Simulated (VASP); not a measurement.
Here is a VASP 6.6.1 calculation.

INCAR

```
PREC = Accurate
ENCUT = 520
EDIFF = 1E-7
ISMEAR = -1
SIGMA = 0.02
LREAL = Auto
LASPH = T
NELM = 60
ALGO = Normal
ISIF = 2
LWAVE = F
LCHARG = T
GGA = PE
IVDW = 12
LELF = T
LVHAR = T
NBANDS = 86
```

Contents of KPOINTS:

```
Automatic mesh
0
Gamma
  1 1 1
```

Contents of POSCAR:

```
BH2F3
1.0
    8.7197600000      0.0000000000      0.0000000000
    0.0000000000      8.7197600000      0.0000000000
    0.0000000000      0.0000000000      8.7197600000
B F H
5 15 10
Direct
    0.2159807151      0.7229098049      0.5601989046
    0.5900850482      0.0611255356      0.8348050864
    0.0418016092      0.8846344395      0.1289485032
    0.3408580053      0.2050285788      0.5280879290
    0.2818884923      0.4131535730      0.0119154656
    0.1299118324      0.7916961017      0.6647430663
    0.1442929622      0.6764635724      0.4305049680
    0.3691844730      0.7303182656      0.5697519198
    0.5594420030      0.1688463903      0.7285521620
    0.7297219190     -0.0034404617      0.8303324862
    0.4797609109      0.0125003440      0.9196009982
   -0.0448177473      0.9809788343      0.2028152151
    0.1931131132      0.8744162683      0.1601649587
   -0.0181312330      0.7922809802      0.0249548153
    0.4604140481      0.2670715708      0.4521798765
    0.2595484279      0.2897442131      0.6295127389
    0.3010862684      0.0622608879      0.5024106168
    0.2644912245      0.5410699377     -0.0672724937
    0.3813522391      0.3053753773     -0.0290374964
    0.1888240043      0.4008481885      0.1350151839
    0.9470444141      0.3624641045      0.5267920218
    0.9125595200      0.4340142389      0.5494187913
    0.6084341771      0.1634448655      0.1834912888
    0.6763374221      0.1094640219      0.1944434250
    0.1348087562      0.1314371038      0.9071694634
    0.0547492133      0.1523321743      0.9227547547
    0.7684959219      0.6642958063      0.5809104838
    0.6887116159      0.6987118912      0.5901767939
    0.8724781416      1.0090415333      0.4978692074
    0.8630054038      0.9854514344      0.5770112939
```

Potentials or basis: VASP PAW PBE potentials, release 64 (B, F, H).

Run with:

```console
$ cat potpaw_PBE.64/B/POTCAR potpaw_PBE.64/F/POTCAR potpaw_PBE.64/H/POTCAR > POTCAR
$ mpirun -np 1 vasp_gam > vasp.out
```

**Question.** Predict the largest force.

**Answer.** 2.287 eV/Å.

**Question.** Estimate the pressure.

**Answer.** -0.2 GPa.

Forces in eV/Å, atoms in the order of the input:
```
B   -0.134  1.038 -1.127
B    1.324  0.138 -1.860
B    1.480 -0.931 -0.289
B    0.523  1.292  0.282
B   -0.895  0.235  0.680
F    0.031 -0.311  0.428
F    0.660 -0.255  0.761
F   -0.557 -0.518  0.013
F    0.184  0.015  0.276
F   -0.463  0.279  0.459
F   -0.986 -0.690  1.209
F   -0.654  0.908  0.651
F   -0.658  0.198 -0.147
F   -0.123 -0.180 -0.252
F   -0.833 -0.195  0.306
F    0.423 -0.327 -0.616
F   -0.188 -0.603 -0.130
F    0.332  0.202 -0.531
F   -0.143  0.226  0.281
F    0.678 -0.491 -0.336
H    0.478 -1.002 -0.302
H   -0.482  0.977  0.305
H    0.296 -0.232  0.064
H   -0.278  0.242 -0.065
H    0.574 -0.198 -0.127
H   -0.605  0.155  0.106
H   -0.341  0.170  0.048
H    0.328 -0.165 -0.047
H    0.108  0.284 -0.910
H   -0.080 -0.259  0.869
```
